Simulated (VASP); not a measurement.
Runs of VASP 6.6.1 on NaCu. Symmetry: P4/mmm, No. 123, tetragonal system. Conventional cell: a = 2.942 Å, b = 2.942 Å, c = 4.041 Å, α = 90.00°, β = 90.00°, γ = 90.00°. Around Na (site symmetry 4/mmm) lie 8 Cu at 2.90 Å and 4 Na at 2.94 Å. Around Cu (site symmetry 4/mmm) lie 8 Na at 2.90 Å and 4 Cu at 2.94 Å. The cell was built by a generator and needn't be a form met in nature.

| level | potentials or basis | pressure (GPa) |
| --- | --- | --- |
| RPBE | VASP PAW PBE potentials, release 64 (Na_pv, Cu) | 5.5 |
| AM05 | VASP PAW PBE potentials, release 64 (Na_pv, Cu) | 1.5 |
| BLYP | VASP PAW PBE potentials, release 64 (Na_pv, Cu) | (c) |
| LDA | VASP PAW LDA potentials, release 64 (Na_pv, Cu) | -1.7 |
| revPBE | VASP PAW PBE potentials, release 64 (Na_pv, Cu) | 5.0 |
| PBEsol | VASP PAW PBE potentials, release 64 (Na_pv, Cu) | (b) |
| r2SCAN | VASP PAW PBE potentials, release 64 (Na_pv, Cu) | 1.3 |
| SCAN | VASP PAW PBE potentials, release 64 (Na_pv, Cu) | 0.5 |
| TPSS | VASP PAW PBE potentials, release 64 (Na_pv, Cu) | 2.0 |
| PW91 | VASP PAW PBE potentials, release 64 (Na_pv, Cu) | (a) |

Alike in all rows: task band structure; no spin polarisation; cell as given; k mesh 9 × 9 × 7; cutoff (eV) 520; smearing fermi-dirac 0.05 eV.

Task: Fill in the values left out.

Result: (a) 3.1; (b) 0.9; (c) 4.8.

Caveats: the PAW data sets were made with another functional, which shifts forces and pressure a little (some runs).

Runs at the PBE level aren't shown here.
